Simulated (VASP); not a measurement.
Computed with LDA (Ceperley-Alder, Perdew-Zunger), VASP's LDA PAW potentials (set 64) (plane waves; VASP 6.6.1).

A VASP calculation is set up with these files.

File POSCAR:
```
MnO2
1
    4.3332873460    -0.0000000000     0.0000000000
   -0.0000000000     4.3332873460     0.0000000000
    0.0000000000     0.0000000000     2.7835180459
Mn O
2 4
Direct
  1.0000000000   0.0000000000   0.0000000000
  0.5000000000   0.5000000000   0.5000000000
  0.3017823638   0.3017823638   1.0000000000
  0.8017823638   0.1982176362   0.5000000000
  0.1982176362   0.8017823638   0.5000000000
  0.6982176362   0.6982176362   0.0000000000
```

INCAR:
```
ALGO  =  Normal
EDIFF  =  1E-7
ENCUT  =  520
ISIF  =  2
ISMEAR  =  -5
ISPIN  =  2
LASPH  =  .True.
LCHARG  =  .True.
LEFG  =  .True.
LMAXMIX  =  4
LORBIT  =  11
LREAL  =  .False.
LWAVE  =  .False.
MAGMOM  =  2.1 -2.1 -0.0 2*0.0 -0.0
NEDOS  =  601
NELM  =  100
PREC  =  Accurate
SYSTEM  =  MnO2
```

KPOINTS:
```
Automatic
0
gamma
8 8 12
```

POTCAR, in this order: Mn_pv O (LDA.64 set). Program: vasp_std.

What VASP printed:

File OUTCAR:
```
 ion  position               nearest neighbor table
   1  0.000  0.000  0.000-   4 1.85   5 1.85   4 1.85   5 1.85   3 1.85   6 1.85
   2  0.500  0.500  0.500-   3 1.85   6 1.85   3 1.85   6 1.85   5 1.85   4 1.85
   3  0.302  0.302  0.000-   2 1.85   2 1.85   1 1.85
   4  0.802  0.198  0.500-   1 1.85   1 1.85   2 1.85
   5  0.198  0.802  0.500-   1 1.85   1 1.85   2 1.85
   6  0.698  0.698  0.000-   2 1.85   2 1.85   1 1.85
  LATTYP: Found a simple tetragonal cell.
 ALAT       =     4.3332873460
 C/A-ratio  =     0.6423571353
 Subroutine PRICEL returns:
 Original cell was already a primitive cell.
 Subroutine GETGRP returns: Found 16 space group operations
The static configuration has the point symmetry D_2h.
 The point group associated with its full space group is D_4h.
The dynamic configuration has the point symmetry D_2h.
The overall configuration has the point symmetry D_2h.
 Subroutine INISYM returns: Found 16 space group operations
 Subroutine IBZKPT returns following result:
 Found    105 irreducible k-points:

 Following reciprocal coordinates:
            Coordinates               Weight
  0.000000  0.000000  0.000000      1.000000
  0.125000  0.000000  0.000000      4.000000
  0.250000  0.000000  0.000000      4.000000
  0.375000  0.000000  0.000000      4.000000
  0.500000  0.000000  0.000000      2.000000
  0.125000  0.125000  0.000000      4.000000
  0.250000  0.125000  0.000000      8.000000
  0.375000  0.125000  0.000000      8.000000
  0.500000  0.125000  0.000000      4.000000
  0.250000  0.250000  0.000000      4.000000
  0.375000  0.250000  0.000000      8.000000
  0.500000  0.250000  0.000000      4.000000
  0.375000  0.375000  0.000000      4.000000
  0.500000  0.375000  0.000000      4.000000
  0.500000  0.500000  0.000000      1.000000
  0.000000  0.000000  0.083333      2.000000
  0.125000  0.000000  0.083333      8.000000
  0.250000  0.000000  0.083333      8.000000
  0.375000  0.000000  0.083333      8.000000
  0.500000  0.000000  0.083333      4.000000
  0.125000  0.125000  0.083333      8.000000
  0.250000  0.125000  0.083333     16.000000
  0.375000  0.125000  0.083333     16.000000
  0.500000  0.125000  0.083333      8.000000
  0.250000  0.250000  0.083333      8.000000
  0.375000  0.250000  0.083333     16.000000
  0.500000  0.250000  0.083333      8.000000
  0.375000  0.375000  0.083333      8.000000
  0.500000  0.375000  0.083333      8.000000
  0.500000  0.500000  0.083333      2.000000
  0.000000  0.000000  0.166667      2.000000
  0.125000  0.000000  0.166667      8.000000
  0.250000  0.000000  0.166667      8.000000
  0.375000  0.000000  0.166667      8.000000
  0.500000  0.000000  0.166667      4.000000
  0.125000  0.125000  0.166667      8.000000
  0.250000  0.125000  0.166667     16.000000
  0.375000  0.125000  0.166667     16.000000
  0.500000  0.125000  0.166667      8.000000
  0.250000  0.250000  0.166667      8.000000
   k-points           NKPTS =    105   k-points in BZ     NKDIM =    105   number of bands    NBANDS=     30
   number of dos      NEDOS =    601   number of ions     NIONS =      6
   total plane-waves  NPLWV =  24576
   dimension x,y,z NGX =    32 NGY =   32 NGZ =   24
   dimension x,y,z NGXF=    64 NGYF=   64 NGZF=   48
   ions per type =               2   4
   PREC   = accura    normal or accurate (medium, high low for compatibility)
   ISTART =      0    job   : 0-new  1-cont  2-samecut
   ICHARG =      2    charge: 1-file 2-atom 10-const
   ISPIN  =      2    spin polarized calculation?
   LNONCOLLINEAR =      F non collinear calculations
   LSORBIT =      F    spin-orbit coupling
...
```

**OSZICAR**
```
       N       E                     dE             d eps       ncg     rms          rms(c)
DAV:   1     0.646317698663E+03    0.64632E+03   -0.28641E+04 12888   0.205E+03
DAV:   2     0.132052828386E+02   -0.63311E+03   -0.59720E+03 13508   0.576E+02
DAV:   3    -0.659079095693E+02   -0.79113E+02   -0.77102E+02 15374   0.195E+02
DAV:   4    -0.686559637043E+02   -0.27481E+01   -0.26805E+01 14846   0.334E+01
DAV:   5    -0.687074030165E+02   -0.51439E-01   -0.50876E-01 13076   0.507E+00    0.486E+01
DAV:   6    -0.655322636179E+02    0.31751E+01   -0.16081E+02 15414   0.123E+02    0.515E+01
DAV:   7    -0.557458393491E+02    0.97864E+01   -0.11423E+02 16012   0.127E+02    0.213E+01
DAV:   8    -0.535686858565E+02    0.21772E+01   -0.90834E+00 13468   0.303E+01    0.744E+00
DAV:   9    -0.532685089521E+02    0.30018E+00   -0.14869E+00 16588   0.117E+01    0.235E+00
DAV:  10    -0.532714241214E+02   -0.29152E-02   -0.13073E-01 13128   0.285E+00    0.134E+00
DAV:  11    -0.532667079481E+02    0.47162E-02   -0.19601E-02 14834   0.189E+00    0.653E-01
DAV:  12    -0.532650998959E+02    0.16081E-02   -0.98857E-03 15966   0.144E+00    0.218E-01
DAV:  13    -0.532652002048E+02   -0.10031E-03   -0.84569E-04 13026   0.221E-01    0.609E-02
DAV:  14    -0.532651796577E+02    0.20547E-04   -0.75414E-05 14716   0.595E-02    0.331E-02
DAV:  15    -0.532651645326E+02    0.15125E-04   -0.23751E-05 14474   0.636E-02    0.115E-02
DAV:  16    -0.532651650505E+02   -0.51797E-06   -0.25782E-06 14316   0.185E-02    0.345E-03
DAV:  17    -0.532651651209E+02   -0.70365E-07   -0.16202E-07 10304   0.560E-03
   1 F= -.53265165E+02 E0= -.53265165E+02  d E =0.000000E+00  mag=     0.0000
```

OUTCAR:
```
------------------------ aborting loop because EDIFF is reached ----------------------------------------
  FORCE on cell =-STRESS in cart. coord.  units (eV):
  Direction    XX          YY          ZZ          XY          YZ          ZX
  --------------------------------------------------------------------------------------
  Total        0.0325340      0.0325340      0.0949983     -0.0000000      0.0000000      0.0000000
  in kB        0.9972837      0.9972837      2.9120409     -0.0000000      0.0000000      0.0000000
  external PRESSURE =       1.6355361 kB  Pullay stress =       0.0000000 kB
  volume of cell :       52.27
      direct lattice vectors                 reciprocal lattice vectors
     4.333287346  0.000000000  0.000000000     0.230771680  0.000000000  0.000000000
     0.000000000  4.333287346  0.000000000     0.000000000  0.230771680  0.000000000
     0.000000000  0.000000000  2.783518046     0.000000000  0.000000000  0.359257595
 POSITION                                       TOTAL-FORCE (eV/Angst)
 -----------------------------------------------------------------------------------
      0.00000      0.00000      0.00000         0.000000      0.000000     -0.000000
      2.16664      2.16664      1.39176         0.000000      0.000000     -0.000000
      1.30771      1.30771      0.00000        -0.004036     -0.004036     -0.000000
      3.47435      0.85893      1.39176        -0.004036      0.004036     -0.000000
      0.85893      3.47435      1.39176         0.004036     -0.004036     -0.000000
      3.02558      3.02558      0.00000         0.004036      0.004036      0.000000
 -----------------------------------------------------------------------------------
    total drift:                                0.000000     -0.000000     -0.000000
  FREE ENERGIE OF THE ION-ELECTRON SYSTEM (eV)
  ---------------------------------------------------
  free  energy   TOTEN  =       -53.2651651209 eV

  energy  without entropy=      -53.2651651209  energy(sigma->0) =      -53.26516512

 total charge

# of ion       s       p       d       tot
------------------------------------------
    1        0.382   6.528   5.045  11.956
    2        0.382   6.528   5.045  11.956
    3        1.560   3.458   0.000   5.018
    4        1.560   3.458   0.000   5.018
    5        1.560   3.458   0.000   5.018
    6        1.560   3.458   0.000   5.018
--------------------------------------------------
tot          7.005  26.890  10.090  43.985

 magnetization (x)

# of ion       s       p       d       tot
------------------------------------------
    1        0.010   0.014   2.131   2.156
    2       -0.010  -0.014  -2.131  -2.156
    3       -0.000  -0.041   0.000  -0.041
    4        0.000   0.041   0.000   0.041
    5        0.000   0.041   0.000   0.041
    6       -0.000  -0.041   0.000  -0.041
--------------------------------------------------
tot          0.000   0.000   0.000   0.000

 Electric field gradients after diagonalization (V/A^2)
 (convention: |V_zz| > |V_xx| > |V_yy|)
----------------------------------------------------------------------
 ion       V_xx      V_yy      V_zz     asymmetry (V_yy - V_xx)/ V_zz
----------------------------------------------------------------------
   1       6.377     1.727    -8.104       0.574
   2       6.377     1.727    -8.104       0.574
   3      49.886    16.624   -66.509       0.500
   4      49.886    16.624   -66.509       0.500
   5      49.886    16.624   -66.509       0.500
   6      49.886    16.624   -66.509       0.500
```
(Selected blocks of OUTCAR.)

For a metal the tetrahedron method with Blöchl corrections gives inexact stress and forces.

The compound is MnO2 in the rutile structure. It was relaxed first, which changed the volume by -6 %.
